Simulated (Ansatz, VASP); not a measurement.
**Cross-check of In between VASP and Ansatz**

One calculation is typed for both programs; each brings its own data sets. How far apart do they land? Of the first pair: The structure shown is frame 200 of Ansatz's trajectory.

Main program and level: Ansatz 0.2.0; plane waves, with VASP 6.6.1 beside it; single point at PBE.

### 1. Starting point

The cell holds 16 atoms: 16 In. Its edges and angles: a = 7.585 Å, b = 7.585 Å, c = 7.585 Å, α = 90.0°, β = 90.0°, γ = 90.0°. As first built, before any earlier steps moved the atoms (in the runner's words): 16 atoms (16 In) placed at random at 6.99 g/cm^3 and pushed apart to contact distance.

### 2. Ansatz: dynamics, PBE

Ansatz runs on its default PAW (the set named soft_2) files.

One frame of this run of dynamics is then solved in both programs, so the motion causes no difference.

File input.yaml:

```yaml
crystal:
  lattice:
    - [7.5852, 0.0, 0.0]
    - [0.0, 7.5852, 0.0]
    - [0.0, 0.0, 7.5852]
  atoms:
    - { symbol: In, position: [0.29006, 0.25851, 0.8516] }
    - { symbol: In, position: [0.12977, 0.56078, 0.69742] }
    - { symbol: In, position: [0.09453, 0.13391, 0.14558] }
    - { symbol: In, position: [0.69632, 0.53229, 0.13885] }
    - { symbol: In, position: [0.4823, 0.56847, 0.44393] }
    - { symbol: In, position: [0.80908, 0.06963, 0.64918] }
    - { symbol: In, position: [0.4315, 0.20799, 0.35641] }
    - { symbol: In, position: [0.45438, 0.91964, 0.00706] }
    - { symbol: In, position: [0.22235, 0.85237, 0.35673] }
    - { symbol: In, position: [0.72121, 0.15411, 0.12542] }
    - { symbol: In, position: [0.1341, 0.92813, 0.76968] }
    - { symbol: In, position: [0.88924, 0.69238, 0.41695] }
    - { symbol: In, position: [0.47443, 0.58428, 0.84178] }
    - { symbol: In, position: [0.47847, 0.89537, 0.62642] }
    - { symbol: In, position: [0.77571, 0.44191, 0.67105] }
    - { symbol: In, position: [0.27012, 0.4983, 0.14353] }
kpoints:
  mp_grid: { grid: [1, 1, 1] }
hamiltonian:
  xc: pbe
scf:
  occupations: { method: fermi_dirac, width: 0.05 }
output:
  forces: true
  stress: true
md:
  timestep: 5.0
  n_steps: 600
  ensemble: nvt_nose_hoover
  temperature: 973
  initial_velocities: maxwell_boltzmann
  seed: 5
  temperature_schedule:
    - { n_steps: 75, end_temperature: 973 }
    - { n_steps: 75, end_temperature: 473 }
```

Command:

```console
$ ansatz run input.yaml --threads 8 --pin off --max-ram 15360MiB --backend cpu --events-out ev --progress --plain --runs-dir out
```

Numbers of over 12 decimals in the logs are rounded to 6 here.

The program printed:

```text
Warning: md: disabling space-group detection — thermal motion breaks the input geometry's symmetry, so no spatial operation reduces the k-mesh or symmetrises the density; time reversal is kept, so that k and −k are solved as one point where they differ and the mesh holds both, and exact exchange and, on two spinor components, a DFT+U term hold to it where the run has them: on two components no moment then forms, and  [...]
Warning: output.stress: scf.convergence.dr2_threshold = 1.6e-8 eV (the default of an md: trajectory) is looser than the 1.6e-9 eV advised for a printed stress (1e-10 eV for each atom of the cell: 16). What an SCF threshold leaves in a stress goes as its square root, and in the free energy as the threshold itself, and one threshold admits the most on a small cell: [figures from the program's tests cut] Set scf.converg [...]
Engine: ansatz 0.2.0, aarch64-unknown-linux-gnu
Pseudopotentials: kind: paw
Pseudopotential: In, paw, valence charge 13, recommended cutoff 420 eV (normal), In.paw.azcp
Functional definition: PBE
  parameter kappa = 0.804
  parameter beta = 0.066725
  exchange = pbe_x(kappa = kappa, mu = beta*pi^2/3)
  correlation = pbe_c(beta = beta)
Crystal: 16 atoms, lattice volume = 436.416 Å³
Basis set: ecut = 420 eV, 8409 PW (Γ), exchange–correlation on 108×108×108 points (8 copies of the dense FFT grid, shifted against one another)
Bands: 125, of which v1, the nominal top of the filled ones, is band 104 counted from 1 (103 counted from 0)
Symmetry: 1 space group operations
k-points: 1
Non-local potential: In, projectors of the file, l = 0: 2, l = 1: 2, l = 2: 2, l = 3: 2
PAW form: soft (Blöchl's): semilocal exchange-correlation on the pseudo side does not see the compensation charge
PAW one-centre angular grid: In, 590 points (default); XC on 64 Gauss nodes
Initial density: superposition of atomic densities (neutral atoms: chi_scale 0, normalization atom), corrected by the library's trained network
Initial wavefunctions: pseudopotential atomic-orbital guess
Functional: x = pbe(κ = 0.804, μ = 0.219515), c = pbe(β = 0.066725)
SCF iter   1: F=—  HF=-89566.395556 eV  |F-HF|=—  |Δ(HF+E_count)|=         —  Δρ=8.66e-3  dr2=1.56e0  ethr=1.77e-3  ⟨swp⟩=6.0  Hψ=445  notcnv=0  defer=2
preconditioner: auto → LDOS  [insulator: Δε(μ)=0.173 eV  Ē_g=15.498 eV  σ=0.050 eV  W_gap=0.70  n_scr=92 (ndim 8)  ℏωp=25.6 eV  f_vac=0.032  D(μ)=10.37/eV (n_scr^D=80)  ε∞_Penn≈3.7  β→1.0]
SCF iter   2: F=—  HF=-89566.110455 eV  |F-HF|=—  |Δ(HF+E_count)|=   2.85e-1  Δρ=6.72e-3  dr2=4.29e-1  ethr=7.51e-4  ⟨swp⟩=3.0  Hψ=263  notcnv=0  defer=12
SCF iter   3: F=—  HF=-89566.050201 eV  |F-HF|=—  |Δ(HF+E_count)|=   6.03e-2  Δρ=3.46e-3  dr2=1.41e-1  ethr=2.06e-4  ⟨swp⟩=3.0  Hψ=233  notcnv=0  defer=12
SCF iter   4: F=—  HF=-89566.022936 eV  |F-HF|=—  |Δ(HF+E_count)|=   2.73e-2  Δρ=1.23e-3  dr2=2.76e-2  ethr=6.79e-5  ⟨swp⟩=2.0  Hψ=226  notcnv=0  defer=12
SCF iter   5: F=—  HF=-89566.018872 eV  |F-HF|=—  |Δ(HF+E_count)|=   4.06e-3  Δρ=6.71e-4  dr2=5.43e-3  ethr=1.33e-5  ⟨swp⟩=2.0  Hψ=189  notcnv=0  defer=12
SCF iter   6: F=—  HF=-89566.017822 eV  |F-HF|=—  |Δ(HF+E_count)|=   1.05e-3  Δρ=2.51e-4  dr2=8.16e-4  ethr=2.61e-6  ⟨swp⟩=2.0  Hψ=184  notcnv=0  defer=12
SCF iter   7: F=—  HF=-89566.017792 eV  |F-HF|=—  |Δ(HF+E_count)|=   3.02e-5  Δρ=1.17e-4  dr2=1.84e-4  ethr=3.92e-7  ⟨swp⟩=2.0  Hψ=134  notcnv=0  defer=12
SCF iter   8: F=—  HF=-89566.017819 eV  |F-HF|=—  |Δ(HF+E_count)|=   2.71e-5  Δρ=6.17e-5  dr2=4.78e-5  ethr=8.82e-8  ⟨swp⟩=2.0  Hψ=217  notcnv=0  defer=12
SCF iter   9: F=—  HF=-89566.017797 eV  |F-HF|=—  |Δ(HF+E_count)|=   2.18e-5  Δρ=3.07e-5  dr2=1.38e-5  ethr=2.30e-8  ⟨swp⟩=2.0  Hψ=150  notcnv=0  defer=12
SCF iter  10: F=—  HF=-89566.017788 eV  |F-HF|=—  |Δ(HF+E_count)|=   9.60e-6  Δρ=1.67e-5  dr2=2.88e-6  ethr=6.65e-9  ⟨swp⟩=3.0  Hψ=230  notcnv=0  defer=12
SCF iter  11: F=—  HF=-89566.017787 eV  |F-HF|=—  |Δ(HF+E_count)|=   3.85e-7  Δρ=8.57e-6  dr2=8.34e-7  ethr=1.39e-9  ⟨swp⟩=2.0  Hψ=215  notcnv=0  defer=12
[...]
md step   538: t =  2690.00 fs  T =   571.6 K (target 473.0 K)  F+E_penalty+E_count = -89572.97767023 eV  E_kin = 1.108332 eV  conserved = -89564.14246292 eV  P_inst = 0.0694 GPa  (3 SCF iters)
md step   540: t =  2700.00 fs  T =   602.1 K (target 473.0 K)  F+E_penalty+E_count = -89572.97376480 eV  E_kin = 1.167474 eV  conserved = -89564.14256676 eV  P_inst = 0.0603 GPa  (6 SCF iters)
md step   542: t =  2710.00 fs  T =   628.4 K (target 473.0 K)  F+E_penalty+E_count = -89572.96462391 eV  E_kin = 1.218460 eV  conserved = -89564.14265549 eV  P_inst = 0.0452 GPa  (3 SCF iters)
md step   544: t =  2720.00 fs  T =   643.8 K (target 473.0 K)  F+E_penalty+E_count = -89572.94093763 eV  E_kin = 1.248318 eV  conserved = -89564.14267602 eV  P_inst = 0.0309 GPa  (3 SCF iters)
md step   546: t =  2730.00 fs  T =   644.3 K (target 473.0 K)  F+E_penalty+E_count = -89572.89763809 eV  E_kin = 1.249175 eV  conserved = -89564.14259702 eV  P_inst = 0.0227 GPa  (3 SCF iters)
md step   548: t =  2740.00 fs  T =   630.1 K (target 473.0 K)  F+E_penalty+E_count = -89572.83641376 eV  E_kin = 1.221611 eV  conserved = -89564.14241303 eV  P_inst = 0.0220 GPa  (2 SCF iters)
[...]
md step   562: t =  2810.00 fs  T =   687.2 K (target 473.0 K)  F+E_penalty+E_count = -89572.91429931 eV  E_kin = 1.332349 eV  conserved = -89564.14195955 eV  P_inst = -0.3382 GPa  (3 SCF iters)
md step   564: t =  2820.00 fs  T =   742.4 K (target 473.0 K)  F+E_penalty+E_count = -89573.05076198 eV  E_kin = 1.439523 eV  conserved = -89564.14229414 eV  P_inst = -0.4482 GPa  (3 SCF iters)
md step   566: t =  2830.00 fs  T =   785.9 K (target 473.0 K)  F+E_penalty+E_count = -89573.18353608 eV  E_kin = 1.523761 eV  conserved = -89564.14263320 eV  P_inst = -0.5462 GPa  (3 SCF iters)
md step   568: t =  2840.00 fs  T =   806.0 K (target 473.0 K)  F+E_penalty+E_count = -89573.29381986 eV  E_kin = 1.562704 eV  conserved = -89564.14293992 eV  P_inst = -0.6253 GPa  (3 SCF iters)
md step   570: t =  2850.00 fs  T =   795.7 K (target 473.0 K)  F+E_penalty+E_count = -89573.36677626 eV  E_kin = 1.542738 eV  conserved = -89564.14317659 eV  P_inst = -0.6806 GPa  (6 SCF iters)
md step   572: t =  2860.00 fs  T =   755.1 K (target 473.0 K)  F+E_penalty+E_count = -89573.39426751 eV  E_kin = 1.464060 eV  conserved = -89564.14330251 eV  P_inst = -0.7093 GPa  (3 SCF iters)
md step   574: t =  2870.00 fs  T =   691.9 K (target 473.0 K)  F+E_penalty+E_count = -89573.37681072 eV  E_kin = 1.341500 eV  conserved = -89564.14328896 eV  P_inst = -0.7113 GPa  (3 SCF iters)
md step   576: t =  2880.00 fs  T =   618.2 K (target 473.0 K)  F+E_penalty+E_count = -89573.32361272 eV  E_kin = 1.198709 eV  conserved = -89564.14315031 eV  P_inst = -0.6905 GPa  (3 SCF iters)
md step   578: t =  2890.00 fs  T =   545.9 K (target 473.0 K)  F+E_penalty+E_count = -89573.24980593 eV  E_kin = 1.058534 eV  conserved = -89564.14295690 eV  P_inst = -0.6553 GPa  (3 SCF iters)
md step   580: t =  2900.00 fs  T =   482.9 K (target 473.0 K)  F+E_penalty+E_count = -89573.17166851 eV  E_kin = 0.936363 eV  conserved = -89564.14278862 eV  P_inst = -0.6169 GPa  (6 SCF iters)
md step   582: t =  2910.00 fs  T =   433.1 K (target 473.0 K)  F+E_penalty+E_count = -89573.10239622 eV  E_kin = 0.839715 eV  conserved = -89564.14267655 eV  P_inst = -0.5861 GPa  (3 SCF iters)
md step   584: t =  2920.00 fs  T =   398.1 K (target 473.0 K)  F+E_penalty+E_count = -89573.05098717 eV  E_kin = 0.771800 eV  conserved = -89564.14259174 eV  P_inst = -0.5726 GPa  (3 SCF iters)
md step   586: t =  2930.00 fs  T =   379.1 K (target 473.0 K)  F+E_penalty+E_count = -89573.02391771 eV  E_kin = 0.735127 eV  conserved = -89564.14251683 eV  P_inst = -0.5847 GPa  (2 SCF iters)
md step   588: t =  2940.00 fs  T =   377.6 K (target 473.0 K)  F+E_penalty+E_count = -89573.02594645 eV  E_kin = 0.732126 eV  conserved = -89564.14249879 eV  P_inst = -0.6293 GPa  (2 SCF iters)
md step   590: t =  2950.00 fs  T =   393.0 K (target 473.0 K)  F+E_penalty+E_count = -89573.05760821 eV  E_kin = 0.762023 eV  conserved = -89564.14259927 eV  P_inst = -0.7091 GPa  (6 SCF iters)
md step   592: t =  2960.00 fs  T =   421.5 K (target 473.0 K)  F+E_penalty+E_count = -89573.11204286 eV  E_kin = 0.817165 eV  conserved = -89564.14281011 eV  P_inst = -0.8204 GPa  (3 SCF iters)
md step   594: t =  2970.00 fs  T =   455.5 K (target 473.0 K)  F+E_penalty+E_count = -89573.17566908 eV  E_kin = 0.883262 eV  conserved = -89564.14304318 eV  P_inst = -0.9524 GPa  (2 SCF iters)
md step   596: t =  2980.00 fs  T =   487.0 K (target 473.0 K)  F+E_penalty+E_count = -89573.23333169 eV  E_kin = 0.944233 eV  conserved = -89564.14319750 eV  P_inst = -1.0898 GPa  (2 SCF iters)
md step   598: t =  2990.00 fs  T =   509.7 K (target 473.0 K)  F+E_penalty+E_count = -89573.27428272 eV  E_kin = 0.988210 eV  conserved = -89564.14322502 eV  P_inst = -1.2168 GPa  (3 SCF iters)
[...]
md step   600: t =  3000.00 fs  T =   521.4 K (target 473.0 K)  F+E_penalty+E_count = -89573.29531366 eV  E_kin = 1.010960 eV  conserved = -89564.14313895 eV  P_inst = -1.3202 GPa  (6 SCF iters)
SCF converged after 6 iterations
Free energy (F): -89573.295314 eV
Harris-Foulkes:  -89573.295314 eV  (|F-HF|=6.40e-10)
Internal energy: -89573.293476 eV  (E = F + TS)
E sigma→0 (E₀):  -89573.294395 eV
Entropy (-TS):   -0.001837 eV (-0.115 meV/atom)
Fermi energy:    9.757809 eV
--- Per-component energies (eV) ---
  E_band       = -512.980447
  E_kinetic    = 3851.072161
  E_local      = -17948.847133  (includes V_loc(G=0)·N_el)
  E_nonlocal   = 5856.621423
  E_hartree    = 7056.150139
  E_xc         = -3453.456134
  E_vxc        = -1596.681231  (∫ρ·V_xc dr)
  E_paw        = -66436.782445  (= ΣΔE_a)
  E_vpaw       = -4787.446066  (= ΣTr[D̂ρ^β])
  E_aug_tail   = 0.000410  (compensation charges beyond the density's cutoff)
  E_ewald      = -18498.051899
  E_smearing   = -0.001837  (= −TS)
  E_closure    = -0.000000  (closes the sum)
  Σ components = -89573.295314   (vs F -89573.295314, Δ=0.00e0)
--- Forces (eV/Å), atoms counted from 1 ---
  atom   1  In     0.02886738     0.58114265    -0.02757585
  atom   2  In    -0.07873627     0.16610109    -0.05390284
  atom   3  In     0.06862912    -0.30995532     0.16830770
  atom   4  In    -0.10977085     0.43303007    -0.83273341
  atom   5  In     0.15745650    -0.49901766     0.13907956
  atom   6  In    -0.26997278     0.16354708    -0.60013923
  atom   7  In     0.24375711    -0.06112146     0.50983815
  atom   8  In     0.09292633     0.25855293     0.39424248
  atom   9  In     0.05478149     0.23408061    -0.00009473
  atom  10  In    -0.75693897    -0.04532759    -0.33493340
  atom  11  In    -0.26519220    -0.29818963     0.09981076
  atom  12  In    -0.12763749     0.03583584     0.31663084
  atom  13  In     0.55825249    -0.42269313    -0.04574966
  atom  14  In     0.28353271     0.02314479    -0.07224608
  atom  15  In     0.14553216     0.14569184     0.18607040
  atom  16  In    -0.02548831    -0.40482232     0.15339594
  max |Σ_I F_I| component: 1.59e-6 eV/Å
--- Stress (GPa, compression-positive) ---
       -1.603321      -0.979424       1.738224
       -0.979424      -1.726697      -1.194817
        1.738224      -1.194817      -1.422489
  P = ⅓ Tr σ = -1.5842 GPa (-15.842 kbar)
--- MD trajectory: 600 steps, t = 0.0 → 3000.0 fs ---
  final state: T = 521.4 K   F+E_penalty+E_count = -89573.29531366 eV   E_kin = 1.010960 eV
  conserved energy: peak-to-peak 1.328e-2 eV (8.300e-4 eV/atom) over 3000.0 fs
```

In the SCF lines HF is the Harris–Foulkes energy and dr2 the Hartree energy of the density residual, in eV; the loop may stop once dr2 is under the threshold and the program's other checks hold. Hψ counts applications of the Hamiltonian.

(Continued in part 2 of 3.)

[Lines on the potential files, build, host, timing and source positions are cut from VASP's logs without a mark.]

[Logs are printed without paths, hosts, clocks, repeated set-up lines and the standing remarks that a program may print on its own settings, such as how far it seeks lower states.]

[Hosts, paths, dates, database ids (printed as entryN), source tags and the programs' standing remarks are cut or masked in the printed files.]
